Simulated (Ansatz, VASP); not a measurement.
# LiTaF6: VASP beside Ansatz, part 2 of 2

Aim: how closely do two programs agree when they are given the same cell, functional and k mesh? The cell is taken from a series of runs on this material, whose earlier steps may have relaxed, scaled, displaced or heated it; both programs get it as it stands.

VASP 6.6.1 and Ansatz 0.2.0.

So far: The starting structure; VASP: G0W0 gap, r2SCAN.

**3. Ansatz: G0W0 gap, r2SCAN**

Level of this step: Ansatz beside VASP: Kohn-Sham DFT, plane waves, r2SCAN (Ansatz).

Ansatz runs on its default PAW (the set named soft_2) files.

The same cell, functional and mesh now go to Ansatz, which takes its cutoff from its data sets.

Contents of input.yaml:

```yaml
crystal:
  lattice:
    - [2.5846681548, 1.4922588549, 4.5260013833]
    - [-2.5846681548, 1.4922588549, 4.5260013833]
    - [0.0, -2.9845177099, 4.5260013833]
  atoms:
    - { symbol: Li, position: [0.5, 0.5, 0.5] }
    - { symbol: Ta, position: [0.0, 0.0, 0.0] }
    - { symbol: F, position: [0.64967097, 0.24539065, 0.86097381] }
    - { symbol: F, position: [0.24539065, 0.86097381, 0.64967097] }
    - { symbol: F, position: [0.86097381, 0.64967097, 0.24539065] }
    - { symbol: F, position: [0.35032903, 0.75460935, 0.13902619] }
    - { symbol: F, position: [0.75460935, 0.13902619, 0.35032903] }
    - { symbol: F, position: [0.13902619, 0.35032903, 0.75460935] }
kpoints:
  mp_grid: { grid: [2, 2, 2] }
hamiltonian:
  xc: r2scan
scf:
  occupations: { method: fixed }
gw:
  n_empty_bands: 110
  ecut_chi: 60.0
  qp_bands: [v1, c1]
  qp_kpoints: band_edges
  screening: { model: contour_deformation }
```

Started as:

```bash
$ ansatz run input.yaml --threads 1 --pin off --max-ram 36864MiB --backend cpu --events-out ev --progress --plain --runs-dir out
```

Numbers of over 12 decimals in the logs are rounded to 6 here.

The log of the run:

```text
Engine: ansatz 0.2.0, aarch64-unknown-linux-gnu
Pseudopotentials: kind: paw
Pseudopotential: Li, paw, valence charge 3, recommended cutoff 500 eV (meta_gga), Li.paw.azcp
Pseudopotential: Ta, paw, valence charge 13, recommended cutoff 500 eV (meta_gga), Ta.paw.azcp
Pseudopotential: F, paw, valence charge 7, recommended cutoff 500 eV (meta_gga), F.paw.azcp
Functional definition: r2SCAN
  parameter k0 = 0.174
  parameter k1 = 0.065
  parameter a1 = 4.9479
  exchange = r2scan_x(k0 = k0, k1 = k1, a1 = a1)
  correlation = r2scan_c
Crystal: 8 atoms, lattice volume = 104.741 Å³
Basis set: ecut = 500 eV, 2657 PW (Γ), exchange–correlation on 160×160×160 points (64 copies of the dense FFT grid, shifted against one another)
Bands: 37, of which v1, the nominal top of the filled ones, is band 29 counted from 1 (28 counted from 0)
Symmetry: 6 space group operations
Space group: R-3 (ITA 148), of the structure as read, at distance tolerance 4.7e-5 Å
k-points: 4 of 8
Non-local potential: Li, projectors of the file, l = 0: 3, l = 1: 2, l = 2: 1
Non-local potential: Ta, projectors of the file, l = 0: 3, l = 1: 2, l = 2: 2, l = 3: 1
Non-local potential: F, projectors of the file, l = 0: 2, l = 1: 2, l = 2: 1
PAW form: soft (Blöchl's): semilocal exchange-correlation on the pseudo side does not see the compensation charge
PAW frozen core: Ta, regenerated for the run's functional (the file was generated under x = pbe(κ = 0.804, μ = 0.219515), c = pbe(β = 0.066725))
PAW frozen core: F, regenerated for the run's functional (the file was generated under x = pbe(κ = 0.804, μ = 0.219515), c = pbe(β = 0.066725))
PAW one-centre angular grid: Li, 302 points (default); XC on 327 of its mesh's 2665 points in the sphere
PAW one-centre angular grid: Ta, 590 points (default); XC on 160 Gauss nodes
PAW one-centre angular grid: F, 302 points (default); XC on 160 Gauss nodes
Initial density: superposition of atomic densities (neutral atoms: chi_scale 0, normalization atom), corrected by the library's trained network
Initial wavefunctions: pseudopotential atomic-orbital guess
Functional: x = r2scan, c = r2scan; τ floored in thin density (d = 2e-4 eV/Å³)
SCF iter   1: F=—  HF=-15018.448136 eV  |F-HF|=—  |Δ(HF+E_count)|=         —  Δρ=1.12e-2  dr2=1.59e-1  dr2_τ=2.95e-1  ethr=1.77e-3  ⟨swp⟩=4.5  Hψ=521  notcnv=0  defer=21
preconditioner: auto → Resta (q_TF=auto, 2.472 Å⁻¹)  ε∞=3.1  [insulator: Δε(μ)=7.383 eV  Ē_g=17.305 eV  n_scr=26 (ndim 8)  ℏωp=25.1 eV  f_vac=0.186  ε∞_Penn≈3.1]
SCF iter   2: F=—  HF=-15018.504156 eV  |F-HF|=—  |Δ(HF+E_count)|=   5.60e-2  Δρ=5.21e-3  dr2=7.38e-3  dr2_τ=6.95e-3  ethr=2.74e-4  ⟨swp⟩=3.0  Hψ=286  notcnv=0  defer=22
SCF iter   3: F=—  HF=-15018.505244 eV  |F-HF|=—  |Δ(HF+E_count)|=   1.09e-3  Δρ=2.17e-3  dr2=2.37e-3  dr2_τ=4.36e-4  ethr=1.27e-5  ⟨swp⟩=2.2  Hψ=230  notcnv=0  defer=22
SCF iter   4: F=—  HF=-15018.505180 eV  |F-HF|=—  |Δ(HF+E_count)|=   6.41e-5  Δρ=2.41e-4  dr2=4.52e-5  dr2_τ=6.86e-6  ethr=4.09e-6  ⟨swp⟩=2.0  Hψ=168  notcnv=0  defer=22
SCF iter   5: F=—  HF=-15018.505189 eV  |F-HF|=—  |Δ(HF+E_count)|=   8.25e-6  Δρ=4.97e-5  dr2=2.84e-6  dr2_τ=5.10e-7  ethr=7.79e-8  ⟨swp⟩=2.0  Hψ=217  notcnv=0  defer=8
SCF iter   6: F=—  HF=-15018.505189 eV  |F-HF|=—  |Δ(HF+E_count)|=   3.43e-7  Δρ=1.11e-5  dr2=1.39e-7  dr2_τ=3.40e-8  ethr=4.89e-9  ⟨swp⟩=2.5  Hψ=266  notcnv=0  defer=8
SCF iter   7: F=-15018.505189 eV  HF=-15018.505189 eV  |F-HF|=9.95e-10  |Δ(HF+E_count)|=   8.76e-8  Δρ=2.83e-6  dr2=9.52e-9  dr2_τ=6.40e-10  ethr=1.72e-10  ⟨swp⟩=8.2  Hψ=466  notcnv=0
SCF 1 converged in 7 iterations: F = -15018.505189 eV  dr2 = 9.52e-9
  greatest PAW one-centre occupation: 0.999 electrons in one spin orbital (limit 2), on the Li atom at site 0 (counted from 0), in its partial waves of l = 0
NSCF: frozen V_eff on 4 k-points
G₀W₀ screening: q 1/4
[... further progress lines ...]
NSCF: frozen V_eff on 1 k-points
NSCF: frozen V_eff on 1 k-points
[...]
SCF converged after 7 iterations
Free energy (F): -15018.505189 eV
Harris-Foulkes:  -15018.505189 eV  (|F-HF|=9.95e-10)
Internal energy: -15018.505189 eV  (E = F + TS)
E sigma→0 (E₀):  -15018.505189 eV
Fermi energy:    -0.287408 eV
--- Per-component energies (eV) ---
  E_band       = -738.945714
  E_kinetic    = 1629.824373
  E_local      = -5247.476941  (includes V_loc(G=0)·N_el)
  E_nonlocal   = 416.877992
  E_hartree    = 1940.630603
  E_xc         = -688.045794
  E_vxc        = -931.386915  (∫ρ·V_xc dr)
  E_paw        = -9662.454703  (= ΣΔE_a)
  E_vpaw       = -551.938130  (= ΣTr[D̂ρ^β])
  E_aug_tail   = 0.006051  (compensation charges beyond the density's cutoff)
  E_vtau       = 63.885982  (kinetic-family band-sum trace: ∫τ·v_τ [+ j·A + Jᵃ·Aᵃ] dr)
  E_ewald      = -3406.922141
  E_core_change = -0.944629  (= ΣΔE_core)
  E_smearing   = -0.000000  (= −TS)
  E_closure    = 0.000000  (closes the sum)
  Σ components = -15018.505189   (vs F -15018.505189, Δ=0.00e0)
--- Band table (eV) ---
  k-point 0: bands = [... 25 lower, -0.5472, -0.5412, -0.2874, -0.2874, 6.8189, 6.8306, 6.8306, 9.3125, ... 4 higher]
  k-point 1: bands = [... 25 lower, -0.5596, -0.5484, -0.4647, -0.3569, 6.7468, 6.7909, 6.8673, 10.9332, ... 4 higher]
  k-point 2: bands = [... 25 lower, -0.6026, -0.6009, -0.5809, -0.3179, 6.8121, 6.8250, 6.9077, 11.1234, ... 4 higher]
  k-point 3: bands = [... 25 lower, -0.5622, -0.5622, -0.4527, -0.4527, 6.8459, 6.9007, 6.9007, 11.2790, ... 4 higher]
--- G₀W₀: contour deformation, 5 samples at zero and on the imaginary axis and 0 off it, 8 q-points, 110 empty bands' worth ---
  eigenvalues of the whole cell's RPA ε∞ on this k-mesh (on a slab, of 1 + 4πα/V) = 2.0676, 2.0676, 2.0677; static W/v taken at q = 0 is 0.483637
  bands read: the sum over 139 bands ends inside a degenerate multiplet in 1 slot, whose members it reads at an even weight; the widest, k=0: bands 139 to 140 (counted from 1) at 1/2 each
  gw.qp_kpoints: band_edges: 4 of 4 stored k-points solved, in 1 pass; an edge of the gap read off the rows below is read off those points alone
    ik  band        ε_KS         Σx   Σc(E_QP)       V_xc       Z   E_QP_lin       E_QP  E_QP is
     0    29     -0.2874   -32.0003     5.4575   -24.9049  0.7950    -1.9591    -1.9254  root
     0    30      6.8189   -15.4225    -3.5991   -21.5544  0.8483     9.4026     9.3518  root
     1    29     -0.3569   -31.9023     5.4558   -24.7988  0.7946    -2.0390    -2.0046  root
     1    30      6.7468   -15.2818    -3.5618   -21.3664  0.8493     9.3193     9.2695  root
     2    29     -0.3179   -31.9724     5.4498   -24.8795  0.7950    -1.9950    -1.9610  root
     2    30      6.8121   -15.6994    -3.4653   -21.7025  0.8482     9.3997     9.3498  root
     3    29     -0.4527   -31.7540     5.4463   -24.6485  0.7941    -2.1473    -2.1119  root
     3    30      6.8459   -15.4683    -3.5474   -21.5378  0.8484     9.4178     9.3679  root
```

Reading the cycles: dr2 is the Hartree energy of the density residual (eV), the measure of convergence; HF is the Harris–Foulkes estimate of the energy, which meets the free energy F at convergence.

**4. Comparison**

Known differences besides the potentials themselves: VASP keeps PBE cores, Ansatz makes them for the functional; fixed occupations in Ansatz, narrow Gaussian smearing in VASP; the cutoff is 500 eV in Ansatz and 520 eV in VASP; Ansatz integrates over frequency by contour deformation, VASP on a grid of NOMEGA points; Ansatz's G0W0 levels solve the quasiparticle equation, VASP's are linearised. Total energies have different zeros and are not compared.

Both answers:

```csv
quantity,Ansatz,VASP,difference
G0W0 gap on the mesh (eV),11.19,11.37,-0.18
Kohn-Sham gap under it (eV),7.03,7.02,+0.02
```

**5. Outcome**

```yaml
difference_in_g0w0_gap_on_the_mesh_g0w0_gap_r2scan: -0.18 eV
```

What this shows: The difference in G0W0 gap on the mesh is -0.18 eV (G0W0 gap, r2SCAN). Part of the difference in the G0W0 gap can come from VASP's linearised levels. How closely two codes agree says nothing of how well the functional describes the real material.

[Lines on the potential files, build, host, timing and source positions are cut from VASP's logs without a mark.]

[Logs are printed without paths, hosts, clocks, repeated set-up lines and the standing remarks that a program may print on its own settings, such as how far it seeks lower states.]

[Hosts, paths, dates, database ids (printed as entryN), source tags and the programs' standing remarks are cut or masked in the printed files.]
